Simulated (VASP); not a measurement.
The system is CaB6.

```
Ca B
1.0
     4.14500    0.00000    0.00000
     0.00000    4.14500    0.00000
     0.00000    0.00000    4.14500
Ca B
1 6
Direct
  0.50000 0.50000 0.50000
  0.00000 0.00000 0.29300
  0.00000 0.00000 0.70700
  0.29300 0.00000 0.00000
  0.70700 0.00000 0.00000
  0.00000 0.29300 0.00000
  0.00000 0.70700 0.00000
```

- Program: VASP 6.6.1
- Task: relaxation of cell and atoms
- Functional: r2SCAN
- Potentials or basis: VASP PAW PBE potentials, release 64 (Ca_sv, B)
- Cutoff: 600 eV
- k mesh: 8 × 8 × 8
- Occupations: gaussian, width 0.02 eV
- Spin: no spin polarisation

At the start: pressure 1.2 GPa; volume 10.17 Å³/atom.

How do energy, volume and symmetry change on relaxing?

Over 9 steps the energy falls by 12.1 meV/atom and the volume is 10.13 Å³/atom (-0.4 %); space group Pm-3m (No. 221, to 0.05 Å).

The path:
```csv
step,energy change (eV),largest force (eV/Å),pressure (GPa),volume (Å³)
1,0.0000,1.3528,1.24,71.22
2,0.3159,2.9190,-3.76,72.03
3,-0.0826,0.0075,-1.21,71.47
4,-0.0826,0.0333,-1.16,71.46
5,-0.0847,0.0018,0.22,70.80
6,-0.0847,0.0072,0.02,70.90
7,-0.0847,0.0077,-0.01,70.91
8,-0.0847,0.0119,-0.04,70.92
9,-0.0847,0.0011,-0.02,70.91
```

Final structure:
```
CELL_PARAMETERS angstrom
4.13913 0.00000 0.00000
0.00000 4.13913 0.00000
0.00000 0.00000 4.13913
ATOMIC_POSITIONS crystal
Ca 0.50000 0.50000 0.50000
B 0.00000 0.00000 0.29815
B 0.00000 0.00000 0.70185
B 0.29815 0.00000 0.00000
B 0.70185 0.00000 0.00000
B 0.00000 0.29815 0.00000
B 0.00000 0.70185 0.00000
```

Caveat: the PAW data sets were made with another functional, which shifts forces and pressure a little.
